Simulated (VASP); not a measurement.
OSZICAR of a VASP run on SnSe2 (1T layered):

OSZICAR:
```
       N       E                     dE             d eps       ncg     rms          rms(c)
DAV:   1     0.177687238173E+03    0.17769E+03   -0.10872E+04   818   0.149E+03
DAV:   2     0.343758798776E+01   -0.17425E+03   -0.17053E+03   890   0.349E+02
DAV:   3    -0.135672061934E+02   -0.17005E+02   -0.16491E+02  1019   0.110E+02
DAV:   4    -0.140582112106E+02   -0.49101E+00   -0.49039E+00   997   0.206E+01
DAV:   5    -0.140695231582E+02   -0.11312E-01   -0.11310E-01  1230   0.293E+00    0.527E+00
DAV:   6    -0.138151673336E+02    0.25436E+00   -0.59965E-01  1217   0.841E+00    0.337E+00
DAV:   7    -0.137841024155E+02    0.31065E-01   -0.14156E-01   982   0.254E+00    0.961E-01
DAV:   8    -0.137809913786E+02    0.31110E-02   -0.99874E-03  1008   0.103E+00    0.255E-01
DAV:   9    -0.137807601050E+02    0.23127E-03   -0.10106E-03   941   0.243E-01    0.736E-02
DAV:  10    -0.137807579472E+02    0.21577E-05   -0.93121E-05  1070   0.689E-02    0.265E-02
DAV:  11    -0.137807598762E+02   -0.19290E-05   -0.13101E-05   951   0.224E-02    0.478E-03
DAV:  12    -0.137807596534E+02    0.22280E-06   -0.99020E-07  1084   0.758E-03    0.435E-03
DAV:  13    -0.137807596973E+02   -0.43852E-07   -0.21439E-07   955   0.402E-03    0.907E-04
DAV:  14    -0.137807596914E+02    0.59081E-08   -0.30218E-08   816   0.110E-03
   1 F= -.13780760E+02 E0= -.13780760E+02  d E =-.137808E+02
       N       E                     dE             d eps       ncg     rms          rms(c)
DAV:   1    -0.137807785578E+02   -0.18861E-04   -0.13682E-03   826   0.169E-01    0.113E-02
DAV:   2    -0.137807843020E+02   -0.57442E-05   -0.68722E-05  1080   0.422E-02    0.310E-03
DAV:   3    -0.137807841446E+02    0.15742E-06   -0.73648E-07   930   0.606E-03    0.224E-03
DAV:   4    -0.137807840989E+02    0.45720E-07   -0.16851E-07  1057   0.242E-03    0.942E-04
DAV:   5    -0.137807840914E+02    0.75397E-08   -0.27545E-08   900   0.101E-03
   2 F= -.13780784E+02 E0= -.13780784E+02  d E =-.244000E-04
       N       E                     dE             d eps       ncg     rms          rms(c)
DAV:   1    -0.137807864597E+02   -0.23608E-05   -0.18838E-03   822   0.198E-01    0.133E-02
DAV:   2    -0.137807943301E+02   -0.78704E-05   -0.94360E-05  1074   0.494E-02    0.360E-03
DAV:   3    -0.137807941156E+02    0.21448E-06   -0.10140E-06   925   0.711E-03    0.259E-03
DAV:   4    -0.137807940536E+02    0.61991E-07   -0.22917E-07  1035   0.282E-03    0.109E-03
DAV:   5    -0.137807940437E+02    0.99085E-08   -0.37574E-08   905   0.118E-03
   3 F= -.13780794E+02 E0= -.13780794E+02  d E =-.995236E-05
```

Question: Which electronic solver shows in the log?

Answer: It is blocked Davidson (ALGO = Normal, or the opening steps of other solvers). The INCAR had ALGO = Normal.

Question: Can the final energy be trusted as converged?

Answer: The run converged. It stopped with EDIFF = 1E-8, NELM = 100, NSW = 30 and EDIFFG = -0.001 after 3 ionic steps (LDA (Ceperley-Alder, Perdew-Zunger), plane waves, VASP's LDA PAW potentials (set 64)).

The compound is SnSe2 in the 1T layered structure. This run relaxes the ions in a fixed cell. Symmetry was kept, so distortions that lower it aren't found. The start is the result of an earlier pass.
